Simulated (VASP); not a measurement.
# A VASP study of SnGe2 (PBEsol): structure first, properties next, part 2 of 2

Wanted: the relaxed cell of SnGe2 and its properties. The cell is invented: it takes the structure of a Materials Project entry for CaGe2 (space group 166 there), with some of its atoms replaced by other elements, volume scaled by an estimate. It may not be a known or stable phase. The atoms of the start are displaced at random from the sites of a R-3m cell.

VASP 6.6.1, plane waves and PAW; the level of theory is named at each step.

So far. Step 5 (Single point with fields (PBEsol)): In this run the pressure is -0.04 GPa, small enough to go on. Step 6 (Bands along the symmetry lines (PBEsol)): There is no gap at this level. The relaxed cell has a = 3.832, c = 16.013 Å (conventional setting).

### Step 7. Total and projected DOS (PBEsol)

Here the states are counted by energy and projected on the atoms. The mesh is finer than in the run before.

The input, INCAR:

```
SYSTEM = SnGe2
PREC = Accurate
ENCUT = 410
EDIFF = 1E-06
NELM = 100
ISMEAR = -5
SIGMA = 0.05
LREAL = .FALSE.
ALGO = Normal
GGA = PS
NBANDS = 34
LORBIT = 11
LWAVE = .FALSE.
LCHARG = .FALSE.
NEDOS = 2001
```

The input, POSCAR:

```
SnGe2
1.0
    1.9160258615      1.1062180455      5.3377825448
   -1.9160258615      1.1062180455      5.3377825448
    0.0000000000     -2.2124360910      5.3377825448
Sn Ge
1 2
Direct
    0.5000000000      0.5000000000      0.5000000000
    0.2931286435      0.2931286435      0.2931286435
    0.7068713565      0.7068713565      0.7068713565
```

The input, KPOINTS:

```
Automatic mesh
0
Gamma
12 12 12
0 0 0
```

Potentials, in the order of the species: Sn_d and Ge_d (PBE family, release 64).

On the command line:

```
> mpirun -np 1 vasp_std
```

Run time: 6.6 min. Hardware: 1 MPI rank of AMD EPYC 9R14 (Zen 4), shared host; peak memory 0.39 GiB.

With tetrahedra the forces and stress of a metal are not exact derivatives of the energy.

Numbers from this step:

```yaml
electronic_steps: 15
irreducible_k_points: 189
fermi_energy: 6.559 eV
pressure: -0.02083 GPa
dos_at_the_fermi_level: 1.049 states/eV/cell
```

The density of states has structure finer than the step of the table below, so its rows give means over 0.5 eV, whole bins alone (the curve runs from -12.0 to 4.69 eV). Peaks (eV: height): total -7.79: 1.75, 1.10: 1.90, 2.10: 2.10, 4.21: 2.07; Ge p -1.75: 0.581, -0.28: 0.483, 2.10: 0.432, 4.21: 0.513; Sn p -0.28: 0.233, 1.10: 0.423, 2.10: 0.393, 3.16: 0.312; Ge s -9.88: 0.55, -7.79: 0.651, -7.28: 0.419, -5.79: 0.354; Sn s -7.68: 0.261, -5.79: 0.573.

States under -12.0 eV and over 4.7 eV are left out. Table of density of states by energy, zero at the Fermi level; means over each step; values in states/eV/cell:

```csv
energy (eV),total,Ge p,Sn p,Ge s,Sn s,Ge d
-11.5,0.583,0.0133,0.00811,0.281,0.0419,8.3e-4
-11.0,0.605,0.0198,0.00917,0.290,0.0418,0.00145
-10.5,0.651,0.0268,0.0103,0.313,0.0435,0.00265
-10.0,0.891,0.0425,0.0132,0.420,0.0707,0.00499
-9.5,0.855,0.0453,0.0147,0.365,0.0980,0.00519
-9.0,0.478,0.0286,0.00928,0.143,0.103,0.00239
-8.5,0.399,0.0240,0.0109,0.0818,0.116,0.00186
-8.0,1.19,0.0867,0.0383,0.430,0.170,0.00870
-7.5,1.21,0.0988,0.0319,0.433,0.183,0.00950
-7.0,1.22,0.0949,0.0247,0.362,0.289,0.0112
-6.5,0.993,0.0825,0.0213,0.247,0.288,0.0102
-6.0,1.12,0.0851,0.0228,0.260,0.375,0.0137
-5.5,0.581,0.0517,0.0114,0.179,0.149,0.00722
-5.0,0.276,0.0326,0.00736,0.106,0.0389,0.00319
-4.5,0.299,0.0539,0.0173,0.0775,0.0284,0.00295
-4.0,1.40,0.352,0.185,0.0852,0.0485,0.0134
-3.5,1.36,0.350,0.174,0.0870,0.0569,0.0160
-3.0,1.36,0.367,0.165,0.0789,0.0608,0.0181
-2.5,1.53,0.447,0.177,0.0714,0.0648,0.0230
-2.0,1.67,0.539,0.182,0.0586,0.0624,0.0276
-1.5,1.58,0.539,0.161,0.0517,0.0633,0.0285
-1.0,1.28,0.428,0.137,0.0464,0.0616,0.0260
-0.5,1.43,0.422,0.191,0.0641,0.0688,0.0347
0.0,1.10,0.265,0.183,0.0656,0.0453,0.0316
0.5,1.08,0.214,0.210,0.0777,0.0385,0.0332
1.0,1.55,0.281,0.330,0.120,0.0402,0.0569
1.5,1.41,0.271,0.282,0.108,0.0350,0.0558
2.0,1.88,0.384,0.354,0.146,0.0379,0.0848
2.5,1.45,0.318,0.269,0.0946,0.0232,0.0736
3.0,1.56,0.352,0.301,0.0730,0.0206,0.0818
3.5,1.68,0.398,0.284,0.0708,0.0257,0.100
4.0,1.88,0.463,0.266,0.0720,0.0303,0.119
```

The finer mesh and the other smearing move the Fermi level by -0.07 eV from the 8×8×8 run, one measure of the sampling error in the zero of the bands above. Of the states within 0.3 eV of the Fermi level, the largest shares in the PAW spheres are Ge p 24 %, Sn p 17 % and Ge s 6 %. The rest lies in smaller channels or between the spheres.

### Step 8. Band structure (PBEsol + SOC)

This step: PBEsol, spin-orbit coupling; plane waves and PAW (Sn_d, Ge_d); invented cell (VASP 6.6.1).

Levels along the symmetry lines show where the bands peak and cross; KPOINTS_OPT computes them in the converged potential. Spin-orbit coupling needs spinors and the noncollinear program, where each band holds one electron.

The input, INCAR:

```
SYSTEM = SnGe2
PREC = Accurate
ENCUT = 410
EDIFF = 1E-06
NELM = 100
ISMEAR = 0
SIGMA = 0.05
LREAL = .FALSE.
ALGO = Normal
GGA = PS
LNONCOLLINEAR = .TRUE.
MAGMOM = 0 0 0 0 0 0 0 0 0
NBANDS = 54
GGA_COMPAT = .FALSE.
LASPH = .TRUE.
LSORBIT = .TRUE.
LORBIT = 11
LWAVE = .FALSE.
LCHARG = .FALSE.
```

POSCAR is that of step 7.

The input, KPOINTS:

```
Automatic mesh
0
Gamma
7 7 7
0 0 0
```

The input, KPOINTS_OPT:

```
Line mode
16
Line-mode
Reciprocal
  0.00000000   0.00000000   0.00000000 GAMMA
  0.50000000   0.00000000   0.00000000 L

  0.50000000   0.00000000   0.00000000 L
  0.50000000   0.19529977  -0.19529977 B1

  0.80470023   0.50000000   0.19529977 B
  0.50000000   0.50000000   0.50000000 Z

  0.50000000   0.50000000   0.50000000 Z
  0.00000000   0.00000000   0.00000000 GAMMA

  0.00000000   0.00000000   0.00000000 GAMMA
  0.34764989   0.00000000  -0.34764989 X

  0.65235011   0.34764989   0.00000000 Q
  0.50000000   0.50000000   0.00000000 F

  0.50000000   0.50000000   0.00000000 F
  0.65235011   0.65235011   0.19529977 P1

  0.65235011   0.65235011   0.19529977 P1
  0.50000000   0.50000000   0.50000000 Z

  0.50000000   0.00000000   0.00000000 L
  0.80470023   0.34764989   0.34764989 P
```

On the command line:

```
> mpirun -np 1 vasp_ncl
```

It took 17 min on 1 MPI rank; peak memory 0.54 GiB.

LASPH is switched on together with spin-orbit coupling, so the change from the scalar run holds both.

This step gave:

```yaml
electronic_steps: 12
bands: 54
irreducible_k_points: 44
free_energy_toten: -13.73 eV
energy_at_zero_smearing: -13.73 eV
fermi_energy: 6.515 eV
pressure: -0.2611 GPa
```

On-site spin-orbit energy by atom:

| atom | on-site spin-orbit energy (eV) |
| --- | --- |
| Sn1 | -0.102 |
| Ge2 | -0.019 |
| Ge3 | -0.019 |

Electronic bands along the path, in eV, zero at the Fermi level; # counts the bands kept:

```csv
point,#7,#8,#9,#10,#11,#12,#13,#14
Γ,0.24,0.24,0.43,0.43,0.97,0.97,2.64,2.64
0.47 of the way,-3.56,-3.56,-0.86,-0.86,-0.66,-0.66,1.60,1.60
L,-4.31,-4.31,-1.40,-1.40,-1.04,-1.04,-0.93,-0.93
0.47 of the way,-4.04,-4.04,-3.32,-3.32,-1.86,-1.86,-0.08,-0.08
B1,-4.42,-4.42,-2.65,-2.65,-2.35,-2.35,0.91,0.91
jump to B,-4.42,-4.42,-2.65,-2.65,-2.35,-2.35,0.91,0.91
0.47 of the way,-2.35,-2.35,-0.09,-0.09,0.25,0.25,0.97,0.97
Z,-0.56,-0.56,-0.09,-0.09,0.06,0.06,3.21,3.21
0.47 of the way,-0.02,-0.02,0.21,0.21,0.65,0.65,3.08,3.08
Γ,0.24,0.24,0.43,0.43,0.97,0.97,2.64,2.64
0.47 of the way,-3.92,-3.92,-2.19,-2.19,-1.42,-1.42,0.67,0.67
X,-4.25,-4.25,-3.69,-3.69,-1.41,-1.41,-0.43,-0.43
jump to Q,-4.25,-4.25,-3.69,-3.69,-1.41,-1.41,-0.43,-0.43
0.47 of the way,-4.15,-4.15,-3.51,-3.51,-0.09,-0.09,0.82,0.82
F,-4.37,-4.37,-2.11,-2.11,-0.43,-0.43,1.06,1.06
0.47 of the way,-4.14,-4.14,-2.07,-2.07,-0.63,-0.63,1.07,1.07
P1,-3.44,-3.44,-1.96,-1.96,-1.16,-1.16,1.12,1.12
0.53 of the way,-1.05,-1.05,-0.24,-0.24,0.36,0.36,0.94,0.94
Z,-0.56,-0.56,-0.09,-0.09,0.06,0.06,3.21,3.21
jump to L,-4.31,-4.31,-1.40,-1.40,-1.04,-1.04,-0.93,-0.93
0.47 of the way,-3.16,-3.16,-2.27,-2.27,-1.61,-1.61,0.37,0.37
P,-3.44,-3.44,-1.96,-1.96,-1.16,-1.16,1.12,1.12
```

Of the projections kept (Sn, Ge), the largest for each band there; the rest of the weight can lie on other orbitals:

| point | #7 | #8 | #9 | #10 | #11 | #12 | #13 | #14 |
| --- | --- | --- | --- | --- | --- | --- | --- | --- |
| Γ | Ge 0.97 | Ge 0.97 | Ge 0.97 | Ge 0.97 | Ge 0.79 | Ge 0.79 | Sn 0.71 | Sn 0.71 |
| L | Ge 0.65 | Ge 0.65 | Ge 0.97 | Ge 0.97 | Ge 0.55 | Ge 0.55 | Ge 0.88 | Ge 0.88 |
| B1 | Ge 0.76 | Ge 0.76 | Ge 0.72 | Ge 0.72 | Sn 0.58 | Sn 0.58 | Ge 0.61 | Ge 0.61 |
| B | Ge 0.76 | Ge 0.76 | Ge 0.72 | Ge 0.72 | Sn 0.58 | Sn 0.58 | Ge 0.61 | Ge 0.61 |
| Z | Ge 0.68 | Ge 0.68 | Ge 0.83 | Ge 0.83 | Ge 0.86 | Ge 0.86 | Ge 0.88 | Ge 0.88 |
| Γ | Ge 0.97 | Ge 0.97 | Ge 0.97 | Ge 0.97 | Ge 0.79 | Ge 0.79 | Sn 0.71 | Sn 0.71 |

Force by atom:

```csv
atom,x (eV/Å),y (eV/Å),z (eV/Å),size
Sn1,0.000,0.000,0.000,0.000
Ge2,0.000,0.000,-0.121,0.121
Ge3,0.000,0.000,0.121,0.121
```

There is no gap at this level.

### Step 9. Band structure (TB-mBJ)

This step: TB-mBJ; plane waves and PAW (Sn_d, Ge_d); invented cell (VASP 6.6.1).

Levels along the symmetry lines show where the bands peak and cross; KPOINTS_OPT computes them in the converged potential. TB-mBJ is a local potential fitted to gaps: it costs far less than a hybrid but gives no energy.

The input, INCAR:

```
SYSTEM = SnGe2
PREC = Accurate
ENCUT = 410
EDIFF = 1E-06
NELM = 150
ISMEAR = 0
SIGMA = 0.05
LREAL = .FALSE.
ALGO = Normal
METAGGA = MBJ
LASPH = .TRUE.
NBANDS = 34
LORBIT = 11
LWAVE = .FALSE.
LCHARG = .FALSE.
```

POSCAR is that of step 8.

The input, KPOINTS:

```
Automatic mesh
0
Gamma
8 8 8
0 0 0
```

KPOINTS_OPT is that of step 8.

On the command line:

```
> mpirun -np 1 vasp_std
```

Wall time 9.4 min (1 MPI rank); peak memory 0.31 GiB.

This functional is a potential without an energy, so its energies, forces and stress mean nothing and are not read.

Numbers from this step:

| Property | Result |
| --- | --- |
| electronic steps | 30 |
| bands | 34 |
| irreducible k points | 65 |
| Fermi energy | 6.85 eV |

Electronic bands along the path, in eV, zero at the Fermi level; # counts the bands kept:

```csv
point,#3,#4,#5,#6,#7,#8,#9,#10
Γ,-6.64,0.10,0.10,1.14,2.65,2.65,3.38,3.88
0.47 of the way,-5.67,-3.67,-0.99,-0.88,1.44,1.83,3.88,4.97
L,-5.69,-4.46,-1.60,-1.13,-1.04,0.45,1.97,3.66
0.47 of the way,-5.72,-4.19,-3.42,-2.04,-0.15,0.12,4.09,6.01
B1,-6.78,-4.53,-2.78,-2.48,0.86,0.90,3.79,4.72
jump to B,-6.78,-4.53,-2.78,-2.48,0.86,0.90,3.79,4.72
0.47 of the way,-5.37,-2.50,-0.29,0.15,0.91,1.07,3.67,4.30
Z,-1.39,-0.69,-0.29,-0.29,3.22,3.22,3.31,4.41
0.47 of the way,-3.83,-0.14,-0.14,0.72,3.09,3.09,3.43,3.97
Γ,-6.64,0.10,0.10,1.14,2.65,2.65,3.38,3.88
0.47 of the way,-6.15,-4.04,-2.33,-1.58,0.54,3.83,3.84,5.37
X,-6.50,-4.35,-3.83,-1.58,-0.49,2.43,2.47,6.37
jump to Q,-6.50,-4.35,-3.83,-1.58,-0.49,2.43,2.47,6.37
0.47 of the way,-7.05,-4.27,-3.63,-0.26,0.75,2.11,2.32,3.75
F,-7.24,-4.49,-2.31,-0.51,0.96,2.02,3.25,4.09
0.47 of the way,-7.35,-4.26,-2.27,-0.73,1.03,2.15,2.87,3.83
P1,-7.54,-3.56,-2.16,-1.28,1.16,2.07,2.18,3.68
0.53 of the way,-4.39,-1.25,-0.43,0.31,0.84,2.60,3.04,3.46
Z,-1.39,-0.69,-0.29,-0.29,3.22,3.22,3.31,4.41
jump to L,-5.69,-4.46,-1.60,-1.13,-1.04,0.45,1.97,3.66
0.47 of the way,-6.58,-3.29,-2.38,-1.82,0.32,0.93,1.80,4.20
P,-7.54,-3.56,-2.16,-1.28,1.16,2.07,2.18,3.68
```

Of the projections kept (Sn, Ge), the largest for each band there; the rest of the weight can lie on other orbitals:

| point | #3 | #4 | #5 | #6 | #7 | #8 | #9 | #10 |
| --- | --- | --- | --- | --- | --- | --- | --- | --- |
| Γ | Ge 0.79 | Ge 0.97 | Ge 0.97 | Ge 0.78 | Sn 0.69 | Sn 0.69 | Ge 0.67 | Ge 0.76 |
| L | Sn 0.74 | Ge 0.65 | Ge 0.97 | Ge 0.87 | Ge 0.52 | Sn 0.72 | Ge 0.58 | Sn 0.53 |
| B1 | Sn 0.74 | Ge 0.75 | Ge 0.74 | Sn 0.60 | Ge 0.74 | Sn 0.65 | Ge 0.52 | Ge 0.72 |
| B | Sn 0.74 | Ge 0.75 | Ge 0.74 | Sn 0.60 | Ge 0.74 | Sn 0.65 | Ge 0.52 | Ge 0.72 |
| Z | Ge 0.72 | Ge 0.65 | Ge 0.86 | Ge 0.86 | Ge 0.92 | Ge 0.92 | Ge 0.79 | Sn 0.82 |
| Γ | Ge 0.79 | Ge 0.97 | Ge 0.97 | Ge 0.78 | Sn 0.69 | Sn 0.69 | Ge 0.67 | Ge 0.76 |

There is no gap at this level.

### Step 10. Elastic constants (PBEsol)

This step: PBEsol; plane waves and PAW (Sn_d, Ge_d); invented cell (VASP 6.6.1).

IBRION = 6 with ISIF = 3 strains the cell both ways at fixed fractional positions, and adds the ions' share afterwards from the force constants. Stress converges slowly with the basis, so the cutoff is raised.

The input, INCAR:

```
SYSTEM = SnGe2
PREC = Accurate
ENCUT = 500
EDIFF = 1E-07
NELM = 100
ISMEAR = 0
SIGMA = 0.05
LREAL = .FALSE.
ALGO = Normal
GGA = PS
NBANDS = 27
LORBIT = 11
LWAVE = .FALSE.
LCHARG = .FALSE.
IBRION = 6
NFREE = 2
POTIM = 0.015
ISIF = 3
NSW = 1
```

POSCAR is that of step 9.

KPOINTS is that of step 9.

On the command line:

```
> mpirun -np 1 vasp_std
```

Wall time 30 min (1 MPI rank); peak memory 0.75 GiB.

The run was stopped at its time limit, by a STOPCAR file.

More ranks or a longer limit would be the way on.

### Step 11. Results

```json
{"relaxed volume": "22.63 Å³/atom", "relaxed conventional cell a, b, c": "3.832, 3.832, 16.013 Å; angles 90.0, 90.0, 120.0°", "space group after relaxing, within 0.02 Å": "R-3m (No. 166)", "band gap": "none, a metal", "DOS at the Fermi level": "1.05 states/eV/cell", "band gap (PBEsol + SOC)": "none, a metal", "band gap (TB-mBJ)": "none, a metal"}
```

**Reading.** With PBEsol, SnGe2 relaxes to 22.63 Å³/atom in space group R-3m and comes out as a metal. Not obtained: elastic constants (PBEsol), because the run hit its time limit. Bands along the symmetry lines (PBEsol): Of the bands kept, 4 cross the Fermi level on this path. Band structure (PBEsol + SOC): Of the bands kept, 8 cross the Fermi level on this path (spinor bands, one electron each). Band structure (TB-mBJ): Of the bands kept, 4 cross the Fermi level on this path. The other levels ran on the cell relaxed with PBEsol, and without spin-orbit coupling unless named. LASPH was switched on together with spin-orbit coupling, so shifts put down to the coupling hold both changes. No search among competing phases was made. All values are for a static lattice at zero temperature.

[Lines on the potential files, build, host, timing and source positions are cut from VASP's logs without a mark.]

[Logs are printed without paths, hosts, clocks, repeated set-up lines and the standing remarks that a program may print on its own settings, such as how far it seeks lower states.]

[Hosts, paths, dates, database ids (printed as entryN), source tags and the programs' standing remarks are cut or masked in the printed files.]

[A measured line is paired with the nearest computed mode of its activity, which favours agreement.]
